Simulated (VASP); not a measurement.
Here is the system:

```
CELL_PARAMETERS angstrom
      0.00000     1.94500     1.94500
      1.94500     0.00000     1.94500
      1.94500     1.94500     0.00000
ATOMIC_POSITIONS crystal
  Pd 0.00000 0.00000 0.00000
```

Calculation: RPBE GGA, VASP's PBE PAW potentials (set 64) (plane waves; VASP 6.6.1). Settings: 520 eV cut-off, 14×14×14 Γ-centred mesh, first-order Methfessel-Paxton smearing of 0.10 eV, potentials Pd.

Energy and stress use the plane-wave basis of the starting cell.

Q: The ions, cell shape and volume are relaxed. Predict the relaxed structure.

A: 
```
CELL_PARAMETERS angstrom
      0.00000     1.98999     1.98999
      1.98999     0.00000     1.98999
      1.98999     1.98999     0.00000
ATOMIC_POSITIONS crystal
  Pd 0.00000 0.00000 0.00000
```
Space group Fm-3m (225), at a tolerance of 0.03 Å.

Q: How do energy and volume change from the first to the last step?

A: The energy (σ→0) changes by -36.8 meV/atom and the volume by +7.1 %, in 4 ionic steps.

```csv
step,E(σ→0) (eV),max force (eV/Å),pressure (GPa),volume (Å³)
1,-4.5793,0.000,12.19,14.72
2,-4.5648,0.000,-10.15,17.23
3,-4.6161,0.000,-0.17,15.78
4,-4.6161,0.000,0.02,15.76
```

The compound is Pd in the fcc structure. This run relaxes it. Symmetry was kept, so distortions that lower it aren't found.
